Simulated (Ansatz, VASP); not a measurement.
## BeGa3 in VASP and in Ansatz

Contents of INCAR:

```
SYSTEM = BeGa3
ALGO = Normal
EDIFF = 1E-7
ENCUT = 520
GGA = PE
ISIF = 2
ISMEAR = -1
LASPH = .True.
LCHARG = .False.
LREAL = .False.
LWAVE = .False.
NBANDS = 28
NELM = 80
PREC = Accurate
SIGMA = 0.05
```

File KPOINTS:

```
k-points
0
Gamma
  9 9 9
  0 0 0
```

POSCAR

```
BeGa3
1.0
   -2.0299040163      2.0299040163      3.7652433945
    2.0299040163     -2.0299040163      3.7652433945
    2.0299040163      2.0299040163     -3.7652433945
Ga Be
3 1
Direct
    0.5000000000      0.5000000000      0.0000000000
    0.2500000000      0.7500000000      0.5000000000
    0.7500000000      0.2500000000      0.5000000000
    0.0000000000      0.0000000000      0.0000000000
```

Contents of input.yaml:

```yaml
crystal:
  lattice:
    - [-2.0299040163, 2.0299040163, 3.7652433945]
    - [2.0299040163, -2.0299040163, 3.7652433945]
    - [2.0299040163, 2.0299040163, -3.7652433945]
  atoms:
    - { symbol: Ga, position: [0.5, 0.5, 0.0] }
    - { symbol: Ga, position: [0.25, 0.75, 0.5] }
    - { symbol: Ga, position: [0.75, 0.25, 0.5] }
    - { symbol: Be, position: [0.0, 0.0, 0.0] }
hamiltonian:
  xc: pbe
  pseudopotentials: { kind: paw }
kpoints:
  mp_grid: { grid: [9, 9, 9] }
scf:
  occupations: { method: fermi_dirac, width: 0.05 }
output:
  forces: true
  stress: true
  eigenvalues: true
  write_density: true
  write_potential: true
  elf: true
  volumetric_format: npy
```

Change from the starting cell: volume scaled by 0.98.

Alike in both runs: task single point; functional PBE; k mesh 9 × 9 × 9; occupations fermi-dirac, width 0.05 eV; no spin polarisation.

|  | VASP | Ansatz |
| --- | --- | --- |
| version | VASP 6.6.1 | Ansatz 0.2.0 |
| potentials or method | VASP PAW PBE potentials, release 64 (Ga_d, Be) | Ansatz PAW |
| plane-wave cutoff (eV) | 520 | 420 |
| valence electrons in the cell | 41 | 41 |

Ansatz gave:

* gap on the k mesh at the Fermi level (eV): none
* pressure (GPa): 1.2
* largest component of the traceless stress (GPa): 2.48

Question: Estimate VASP's values.

Answer: gap on the k mesh at the Fermi level (eV): none; pressure (GPa): 1.4; largest component of the traceless stress (GPa): 2.49.

A gap of «none» marks a metal or a gap that the smearing closes.
